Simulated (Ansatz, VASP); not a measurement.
## Cross-check of ZnCdSO between VASP and Ansatz

Aim: how closely do two programs agree when they are given the same cell, functional and k mesh? The cell is invented: As first built, before any earlier steps moved the atoms (in the runner's words): it takes the ZnCdSeS structure with some of its atoms replaced by other elements, volume scaled by an estimate. It may not be a known or stable phase. The cell is taken from a series of runs on this material, whose earlier steps may have relaxed, scaled, displaced or heated it; both programs get it as it stands.

Calculated with Ansatz 0.2.0; plane waves, with VASP 6.6.1 beside it; single point at r2SCAN.

### 1. Set-up

Symmetry: P3m1, No. 156, trigonal system. Conventional cell: a = 3.710 Å, b = 3.710 Å, c = 5.915 Å, α = 90.00°, β = 90.00°, γ = 120.00°. Nearest to Cd lie 3 O at 2.23 Å and 1 S at 2.54 Å. Zn has 1 O at 1.94 Å and 3 S at 2.29 Å nearest. Nearest to S lie 3 Zn at 2.29 Å and 1 Cd at 2.54 Å. Nearest to O lie 1 Zn at 1.94 Å and 3 Cd at 2.23 Å. As first built, before any earlier steps moved the atoms (in the runner's words): sites of the ZnCdSeS structure (space group 156) filled with other elements, volume scaled by an estimate. Farther neighbours and most contacts between anions are not listed.

### 2. Ansatz: single point, r2SCAN

Ansatz runs on its default PAW (the set named soft_2) files.

A single point gives forces, pressure and levels at one fixed geometry, so differences don't come from the geometry; what else differs is listed under the comparison.

input.yaml reads:

```yaml
crystal:
  lattice:
    - [3.7104995971, 0.0, 0.0]
    - [-1.8552497986, 3.2133871636, 0.0]
    - [0.0, 0.0, 5.9153078092]
  atoms:
    - { symbol: Cd, position: [0.0, 0.0, 0.4654295487] }
    - { symbol: Zn, position: [0.33333333, 0.66666667, 0.0314759406] }
    - { symbol: S, position: [0.0, 0.0, 0.8949359676] }
    - { symbol: O, position: [0.33333333, 0.66666667, 0.3601585432] }
hamiltonian:
  xc: r2scan
  pseudopotentials: { kind: paw }
kpoints:
  mp_grid: { grid: [7, 7, 4] }
scf:
  occupations: { method: gaussian, width: 0.05 }
  n_extra_bands: 5
output:
  forces: true
  stress: true
  eigenvalues: true
```

The run is started by

```
$ ansatz run input.yaml --threads 2 --pin off --max-ram 4608MiB --backend cpu --events-out ev --progress --plain --runs-dir out
```

Numbers of over 12 decimals in the logs are rounded to 6 here.

Log:

```text
scf.n_extra_bands = 5 over 22 filled bands (N_el = 44.0): the run solves 27 bands
Engine: ansatz 0.2.0, x86_64-unknown-linux-gnu
Pseudopotentials: kind: paw
Pseudopotential: Cd, paw, valence charge 20, recommended cutoff 500 eV (meta_gga), Cd.paw.azcp
Pseudopotential: Zn, paw, valence charge 12, recommended cutoff 500 eV (meta_gga), Zn.paw.azcp
Pseudopotential: S, paw, valence charge 6, recommended cutoff 500 eV (meta_gga), S.paw.azcp
Pseudopotential: O, paw, valence charge 6, recommended cutoff 500 eV (meta_gga), O.paw.azcp
Functional definition: r2SCAN
  parameter k0 = 0.174
  parameter k1 = 0.065
  parameter a1 = 4.9479
  exchange = r2scan_x(k0 = k0, k1 = k1, a1 = a1)
  correlation = r2scan_c
Crystal: 4 atoms, lattice volume = 70.530 Å³
Basis set: ecut = 500 eV, 1785 PW (Γ), exchange–correlation on 120×120×180 points (64 copies of the dense FFT grid, shifted against one another)
Bands: 27, of which v1, the nominal top of the filled ones, is band 22 counted from 1 (21 counted from 0)
Symmetry: 6 space group operations
Space group: P3m1 (ITA 156), of the structure as read, at distance tolerance 4.1e-5 Å
k-points: 28 of 196 (time reversal used)
Non-local potential: Cd, projectors of the file, l = 0: 3, l = 1: 2, l = 2: 2, l = 3: 1
Non-local potential: Zn, projectors of the file, l = 0: 2, l = 1: 2, l = 2: 3, l = 3: 1
Non-local potential: S, projectors of the file, l = 0: 2, l = 1: 2, l = 2: 2
Non-local potential: O, projectors of the file, l = 0: 2, l = 1: 2, l = 2: 1
PAW form: soft (Blöchl's): semilocal exchange-correlation on the pseudo side does not see the compensation charge
PAW frozen core: Cd, regenerated for the run's functional (the file was generated under x = pbe(κ = 0.804, μ = 0.219515), c = pbe(β = 0.066725))
PAW frozen core: Zn, regenerated for the run's functional (the file was generated under x = pbe(κ = 0.804, μ = 0.219515), c = pbe(β = 0.066725))
PAW frozen core: S, regenerated for the run's functional (the file was generated under x = pbe(κ = 0.804, μ = 0.219515), c = pbe(β = 0.066725))
PAW frozen core: O, regenerated for the run's functional (the file was generated under x = pbe(κ = 0.804, μ = 0.219515), c = pbe(β = 0.066725))
PAW one-centre angular grid: Cd, 590 points (default); XC on 160 Gauss nodes
PAW one-centre angular grid: Zn, 590 points (default); XC on 261 of its mesh's 2673 points in the sphere
PAW one-centre angular grid: S, 302 points (default); XC on 160 Gauss nodes
PAW one-centre angular grid: O, 302 points (default); XC on 160 Gauss nodes
Initial density: superposition of atomic densities (neutral atoms: chi_scale 0, normalization atom), corrected by the library's trained network
Initial wavefunctions: pseudopotential atomic-orbital guess
Functional: x = r2scan, c = r2scan; τ floored in thin density (d = 2e-4 eV/Å³)
SCF iter   1: F=—  HF=-13070.064527 eV  |F-HF|=—  |Δ(HF+E_count)|=         —  Δρ=1.43e-2  dr2=9.31e-2  dr2_τ=6.93e-2  ethr=1.77e-3  ⟨swp⟩=5.8  Hψ=3265  notcnv=0
preconditioner: auto → Resta (q_TF=auto, 2.522 Å⁻¹)  ε∞=5.3  [insulator: Δε(μ)=0.671 eV  Ē_g=12.721 eV  σ=0.050 eV  W_gap=1.00  n_scr=22 (ndim 8)  ℏωp=26.5 eV  f_vac=0.086  D(μ)=0.00/eV (n_scr^D=0)  ε∞_Penn≈5.3]
SCF iter   2: F=—  HF=-13070.084419 eV  |F-HF|=—  |Δ(HF+E_count)|=   1.99e-2  Δρ=4.21e-3  dr2=6.70e-3  dr2_τ=1.85e-3  ethr=2.12e-4  ⟨swp⟩=2.0  Hψ=1597  notcnv=0  defer=28
SCF iter   3: F=—  HF=-13070.083053 eV  |F-HF|=—  |Δ(HF+E_count)|=   1.37e-3  Δρ=3.49e-3  dr2=4.77e-3  dr2_τ=2.96e-4  ethr=1.52e-5  ⟨swp⟩=2.0  Hψ=1143  notcnv=0  defer=28
SCF iter   4: F=—  HF=-13070.082839 eV  |F-HF|=—  |Δ(HF+E_count)|=   2.15e-4  Δρ=9.92e-4  dr2=8.10e-4  dr2_τ=7.51e-5  ethr=1.08e-5  ⟨swp⟩=2.0  Hψ=909  notcnv=0  defer=28
SCF iter   5: F=—  HF=-13070.082737 eV  |F-HF|=—  |Δ(HF+E_count)|=   1.02e-4  Δρ=3.12e-4  dr2=9.22e-5  dr2_τ=5.66e-6  ethr=1.84e-6  ⟨swp⟩=2.0  Hψ=1338  notcnv=0  defer=28
SCF iter   6: F=—  HF=-13070.082775 eV  |F-HF|=—  |Δ(HF+E_count)|=   3.76e-5  Δρ=1.34e-4  dr2=2.20e-5  dr2_τ=1.10e-6  ethr=2.10e-7  ⟨swp⟩=2.9  Hψ=1324  notcnv=0  defer=28
SCF iter   7: F=—  HF=-13070.082771 eV  |F-HF|=—  |Δ(HF+E_count)|=   3.25e-6  Δρ=3.67e-5  dr2=1.19e-6  dr2_τ=2.58e-8  ethr=4.99e-8  ⟨swp⟩=2.5  Hψ=1190  notcnv=0  defer=28
SCF iter   8: F=—  HF=-13070.082772 eV  |F-HF|=—  |Δ(HF+E_count)|=   1.75e-7  Δρ=1.72e-5  dr2=2.55e-7  dr2_τ=7.05e-9  ethr=2.71e-9  ⟨swp⟩=2.0  Hψ=1227  notcnv=0  defer=28
SCF iter   9: F=-13070.082771 eV  HF=-13070.082771 eV  |F-HF|=1.38e-9  |Δ(HF+E_count)|=   3.65e-8  Δρ=4.89e-6  dr2=1.70e-8  dr2_τ=1.01e-9  ethr=2.27e-10  ⟨swp⟩=8.4  Hψ=3320  notcnv=0
SCF 1 converged in 9 iterations: F = -13070.082771 eV  dr2 = 1.70e-8
  greatest PAW one-centre occupation: 1.002 electrons in one spin orbital (limit 2), on the Cd atom at site 0 (counted from 0), in its partial waves of l = 1
SCF converged after 9 iterations
Free energy (F): -13070.082771 eV
Harris-Foulkes:  -13070.082771 eV  (|F-HF|=1.38e-9)
Internal energy: -13070.082771 eV  (E = F + TS)
E sigma→0 (E₀):  -13070.082771 eV
Fermi energy:    7.764050 eV
--- Per-component energies (eV) ---
  E_band       = -489.098503
  E_kinetic    = 919.190786
  E_local      = -6106.189012  (includes V_loc(G=0)·N_el)
  E_nonlocal   = 731.127921
  E_hartree    = 2725.559090
  E_xc         = -457.355064
  E_vxc        = -499.400621  (∫ρ·V_xc dr)
  E_paw        = -6727.359858  (= ΣΔE_a)
  E_vpaw       = -1016.278031  (= ΣTr[D̂ρ^β])
  E_aug_tail   = 0.000931  (compensation charges beyond the density's cutoff)
  E_vtau       = 31.331674  (kinetic-family band-sum trace: ∫τ·v_τ [+ j·A + Jᵃ·Aᵃ] dr)
  E_ewald      = -4154.168468
  E_core_change = -0.889097  (= ΣΔE_core)
  E_smearing   = -0.000000  (= −TS)
  E_closure    = -0.000000  (closes the sum)
  Σ components = -13070.082771   (vs F -13070.082771, Δ=0.00e0)
--- Forces (eV/Å), atoms counted from 1 ---
  atom   1  Cd    -0.00000000     0.00000000    -0.00969801
  atom   2  Zn    -0.00000000    -0.00000000    -0.01369677
  atom   3  S      0.00000000     0.00000000    -0.04757520
  atom   4  O     -0.00000000     0.00000000     0.07117820
  max |Σ_I F_I| component: 2.08e-4 eV/Å
--- Stress (GPa, compression-positive) ---
        1.361250       0.000000      -0.000000
        0.000000       1.361250      -0.000000
       -0.000000      -0.000000       1.300099
  P = ⅓ Tr σ = 1.3409 GPa (13.409 kbar)
--- Band table (eV; the first three rows and the last of 28) ---
  k-point 0: bands = [... 18 lower, 6.1230, 6.9229, 7.4488, 7.4488, 8.0766, 11.9169, 15.2789, 15.2789, ... 1 higher]
  k-point 1: bands = [... 18 lower, 6.1818, 6.1818, 7.3951, 7.3951, 9.2434, 11.9185, 14.6909, 15.2727, ... 1 higher]
  k-point 2: bands = [... 18 lower, 6.2466, 6.2466, 7.3353, 7.3353, 10.4162, 11.8196, 13.3933, 15.2729, ... 1 higher]
  k-point 27: bands = [... 18 lower, 4.3177, 4.9588, 5.6023, 6.3933, 12.3216, 13.6295, 13.7854, 14.7623, ... 1 higher]
```

The run ends at a pressure of 1.34 GPa, with forces up to 0.071 eV/Å.

### 3. VASP: single point, r2SCAN

The same cell, functional, mesh and smearing now go to VASP, with its own data sets and cutoff.

Lines of VASP's logs that name or quote its potential files are left out, and so is its time.

INCAR reads:

```
SYSTEM = ZnCdSO
PREC = Accurate
ENCUT = 670
EDIFF = 1E-06
NELM = 100
ISMEAR = 0
SIGMA = 0.05
LREAL = .FALSE.
ALGO = Normal
METAGGA = R2SCAN
LASPH = .TRUE.
NBANDS = 32
LORBIT = 11
LWAVE = .FALSE.
LCHARG = .FALSE.
KPAR = 2
ISIF = 2
```

POSCAR reads:

```
ZnCdSO
1.0
    3.7104995971      0.0000000000      0.0000000000
   -1.8552497986      3.2133871636      0.0000000000
    0.0000000000      0.0000000000      5.9153078092
Cd Zn S O
1 1 1 1
Direct
    0.0000000000      0.0000000000      0.4654295487
    0.3333333300      0.6666666700      0.0314759406
    0.0000000000      0.0000000000      0.8949359676
    0.3333333300      0.6666666700      0.3601585432
```

KPOINTS reads:

```
Automatic mesh
0
Gamma
7 7 4
0 0 0
```

Potentials, in the order of the species: Cd_sv_GW, Zn_sv_GW, S_GW and O_GW (PBE family, release 64).

The run is started by

```
$ mpirun -np 2 vasp_std
```

Log:

```text
[banner, memory and clock lines left out]
running    2 mpi-ranks, on    1 nodes
 distrk:  each k-point on    1 cores,    2 groups
 distr:  one band on    1 cores,    1 groups

 POSCAR found type information on POSCAR CdZnS O
 POSCAR found :  4 types and       4 ions
|                                                                             |
|               ----> ADVICE to this user running VASP <----                  |
|                                                                             |
|     You enforced a specific xc type in the INCAR file but a different       |
|     [... a line on the potential file left out ...]
|     I HOPE YOU KNOW WHAT YOU ARE DOING!                                     |
|                                                                             |

 LDA part: xc-table for (None), standard interpolation
 POSCAR, INCAR and KPOINTS ok, starting setup
 FFT: planning ... GRIDC
 FFT: planning ... GRID_SOFT
 FFT: planning ... GRID
 WAVECAR not read
 entering main loop
       N       E                     dE             d eps       ncg     rms          rms(c)
DAV:   1     0.971310679231E+03    0.97131E+03   -0.36270E+04  2920   0.808E+03
DAV:   2     0.694498743046E+02   -0.90186E+03   -0.86593E+03  2688   0.200E+03
DAV:   3    -0.558128321759E+02   -0.12526E+03   -0.12384E+03  3464   0.539E+02
DAV:   4    -0.626744547730E+02   -0.68616E+01   -0.68294E+01  3192   0.112E+02
DAV:   5    -0.630559308696E+02   -0.38148E+00   -0.38109E+00  2984   0.249E+01    0.189E+01
DAV:   6    -0.474461768547E+02    0.15610E+02   -0.11297E+01  3088   0.250E+02    0.129E+01
DAV:   7    -0.475068771395E+02   -0.60700E-01   -0.38818E+00  2896   0.110E+02    0.848E+00
DAV:   8    -0.475398735328E+02   -0.32996E-01   -0.76819E-01  3128   0.567E+01    0.209E+00
DAV:   9    -0.475221883978E+02    0.17685E-01   -0.18966E-01  2680   0.337E+01    0.505E-01
DAV:  10    -0.475211403286E+02    0.10481E-02   -0.74812E-02  3176   0.919E+00    0.635E-01
DAV:  11    -0.475194433073E+02    0.16970E-02   -0.10012E-02  3248   0.205E+00    0.239E-01
DAV:  12    -0.475192531277E+02    0.19018E-03   -0.26956E-03  3288   0.107E+00    0.539E-02
DAV:  13    -0.475193565443E+02   -0.10342E-03   -0.24072E-04  3240   0.288E-01    0.513E-02
DAV:  14    -0.475193546783E+02    0.18661E-05   -0.62639E-05  3384   0.304E-01    0.851E-03
DAV:  15    -0.475193552277E+02   -0.54947E-06   -0.22263E-05  2800   0.843E-02    0.129E-02
DAV:  16    -0.475193545777E+02    0.65004E-06   -0.19709E-06  1760   0.398E-02
   1 F= -.47519355E+02 E0= -.47519355E+02  d E =-.553158E-20
```

Parts of OUTCAR (step 3):

```text
ion  position               nearest neighbor table
   1  0.000  0.000  0.465-   4 2.23   4 2.23   4 2.23
   2  0.333  0.667  0.031-   4 1.94   3 2.29   3 2.29   3 2.29
   3  0.000  0.000  0.895-   2 2.29   2 2.29   2 2.29
   4  0.333  0.667  0.360-   2 1.94   1 2.23   1 2.23   1 2.23

  LATTYP: Found a hexagonal cell.
 ALAT       =     3.7104995971
 C/A-ratio  =     1.5942079104

 Subroutine GETGRP returns: Found  6 space group operations
 (whereof  6 operations were pure point group operations)

The static configuration has the point symmetry C_3v.

 Found     28 irreducible k-points:

   k-points           NKPTS =     28   k-points in BZ     NKDIM =     28   number of bands    NBANDS=     32

   dimension x,y,z NGX =    32 NGY =   32 NGZ =   50
   dimension x,y,z NGXF=    64 NGYF=   64 NGZF=  100

   ENCUT  =  670.0 eV  49.24 Ry    7.02 a.u.   7.83  7.83 12.48*2*pi/ulx,y,z

   NELECT =      52.0000    total number of electrons

 k-points in reciprocal lattice and weights: Automatic mesh
   0.00000000  0.00000000  0.00000000       0.005
   0.14285714 -0.00000000  0.00000000       0.031
   0.28571429 -0.00000000  0.00000000       0.031
   0.42857143 -0.00000000  0.00000000       0.031
   0.14285714  0.14285714  0.00000000       0.031
   0.28571429  0.14285714  0.00000000       0.061
   0.42857143  0.14285714  0.00000000       0.031
   0.28571429  0.28571429  0.00000000       0.031
   0.00000000  0.00000000  0.25000000       0.010
[...]
0.42857143  0.14285714  0.50000000       0.031
   0.28571429  0.28571429  0.50000000       0.031

 average (electrostatic) potential at core
       1 -96.3819       2 -84.5716       3 -93.3329       4 -74.6695

 E-fermi :   3.5021

 k-point     1 :       0.0000    0.0000    0.0000
  band No.  band energies     occupation
    ...
     22       1.8499      2.00000
     23       1.8499      2.00000
     24       2.6499      2.00000
     25       3.1772      2.00000
     26       3.1772      2.00000
     27       3.8096      0.00000
     28       7.6505      0.00000
     29      11.0105      0.00000
     30      11.0105      0.00000
     31      11.6056      0.00000
    ...

 k-point     2 :       0.1429   -0.0000    0.0000
  band No.  band energies     occupation
    ...
     22       1.1667      2.00000
     23       1.6297      2.00000
     24       2.1043      2.00000
     25       2.5371      2.00000
     26       2.9648      2.00000
     27       4.6769      0.00000
     28       8.5177      0.00000
     29      10.4909      0.00000
     30      11.3705      0.00000
     31      11.5944      0.00000
    ...

 k-point     3 :       0.2857   -0.0000    0.0000
  band No.  band energies     occupation
    ...
     22      -0.0885      2.00000
     23       0.7818      2.00000
     24       1.1317      2.00000
     25       2.1415      2.00000
     26       2.5447      2.00000
     27       6.0526      0.00000
     28       8.5670      0.00000
     29       9.9129      0.00000
     30      11.1175      0.00000
     31      12.4476      0.00000
    ...

  Total        0.5224114      0.5224115      0.5817456     -0.0000000     -0.0000000     -0.0000000
  in kB       11.8672589     11.8672608     13.2151126     -0.0000000     -0.0000000     -0.0000000
  external PRESSURE =      12.3165441 kB  Pullay stress =       0.0000000 kB

  energy-cutoff  :      670.00
  volume of cell :       70.53
      direct lattice vectors                 reciprocal lattice vectors
     3.710499597  0.000000000  0.000000000     0.269505487  0.155599053  0.000000000
    -1.855249799  3.213387164  0.000000000     0.000000000  0.311198106  0.000000000
     0.000000000  0.000000000  5.915307809     0.000000000  0.000000000  0.169052910

 POSITION                                       TOTAL-FORCE (eV/Angst)
 -----------------------------------------------------------------------------------
      0.00000      0.00000      2.75316        -0.000000     -0.000000     -0.003943
     -0.00000      2.14226      0.18619        -0.000000      0.000000     -0.053712
      0.00000      0.00000      5.29382         0.000000     -0.000000     -0.057704
     -0.00000      2.14226      2.13045         0.000000     -0.000000      0.115359
 -----------------------------------------------------------------------------------
    total drift:                                0.000101     -0.000073     -0.030206

  FREE ENERGIE OF THE ION-ELECTRON SYSTEM (eV)
  ---------------------------------------------------
  free  energy   TOTEN  =       -47.5193545777 eV

  energy  without entropy=      -47.5193545777  energy(sigma->0) =      -47.51935458

 total charge
# of ion       s       p       d       f       tot
--------------------------------------------------
    1        2.207   6.163   9.257   0.011  17.639
    2        2.264   6.217   9.484   0.005  17.970
    3        1.275   2.443   0.036   0.000   3.754
    4        1.535   3.383   0.000   0.000   4.918
--------------------------------------------------
tot          7.282  18.207  18.776   0.016  44.281

[... 3 further parts left out ...]
```

The run ends at a pressure of 1.23 GPa, with forces up to 0.12 eV/Å.

### 4. Side by side

Known differences besides the potentials themselves: VASP keeps PBE cores, Ansatz makes them for the functional; the data sets hold 44 valence electrons in Ansatz (default PAW (the set named soft_2) files) and 52 in VASP; the cutoff is 500 eV in Ansatz and 670 eV in VASP. Total energies have different zeros and are not compared.

The two programs side by side:

| quantity | Ansatz | VASP | difference |
| --- | --- | --- | --- |
| pressure (GPa) | 1.34 | 1.23 | +0.11 |
| pressure without Ansatz's Pulay correction (GPa) | 1.28 | 1.23 | +0.04 |
| gap on the k mesh (eV) | 0.628 | 0.632 | -0.005 |

Forces (eV/Å; atoms numbered as in POSCAR):

| atom | Ansatz x, y, z | VASP x, y, z |
| --- | --- | --- |
| Cd1 | 0.000, 0.000, -0.010 | 0.000, 0.000, -0.004 |
| Zn2 | 0.000, 0.000, -0.014 | 0.000, 0.000, -0.054 |
| S3 | 0.000, 0.000, -0.048 | 0.000, 0.000, -0.058 |
| O4 | 0.000, 0.000, 0.071 | 0.000, 0.000, 0.115 |

The forces differ by 18 meV/Å r.m.s., which is 43.4 % of the r.m.s. force of 0.04 eV/Å (both taken over all components). A gap on the mesh is an upper bound, since the band edges may lie between its points. Ansatz's pressure holds a Pulay correction of 0.07 GPa; VASP's holds none.

### 5. Other set-ups

Further runs change the set-up of one program: Ansatz's method, potentials or start, or VASP's data sets, cutoff or form of LDA. The table gives Ansatz less VASP for each quantity, since a change that brings one quantity closer may part another.

| run | r.m.s. force difference (meV/Å) | pressure (GPa) | gap on the k mesh (eV) | pressure without Ansatz's Pulay correction (GPa) |
| --- | --- | --- | --- | --- |
| as above | 18 | 0.11 | -0.0046 | 0.044 |
| VASP with the data sets Cd, Zn, S_h and O_h and a cutoff of 1230 eV | 21 | -0.59 | -0.0056 | -0.65 |

### 6. What came out

```yaml
r_m_s_force_difference_single_point_r2scan: 18 meV/Å
```

**Reading.** The r.m.s. force difference is 18 meV/Å (single point, r2SCAN), beyond the 12 meV/Å picked in this series as the mark of a large difference. Single point, r2SCAN, VASP with the data sets Cd, Zn, S_h and O_h and a cutoff of 1230 eV: the difference in pressure goes from 0.11 to -0.59 GPa; the difference in pressure without Ansatz's Pulay correction goes from 0.044 to -0.65 GPa. Such differences can come from data sets, numerical settings and the points named under the comparisons, not from the functional's error against experiment.

[Lines on the potential files, build, host, timing and source positions are cut from VASP's logs without a mark.]

[Logs are printed without paths, hosts, clocks, repeated set-up lines and the standing remarks that a program may print on its own settings, such as how far it seeks lower states.]

[Hosts, paths, dates, database ids (printed as entryN), source tags and the programs' standing remarks are cut or masked in the printed files.]
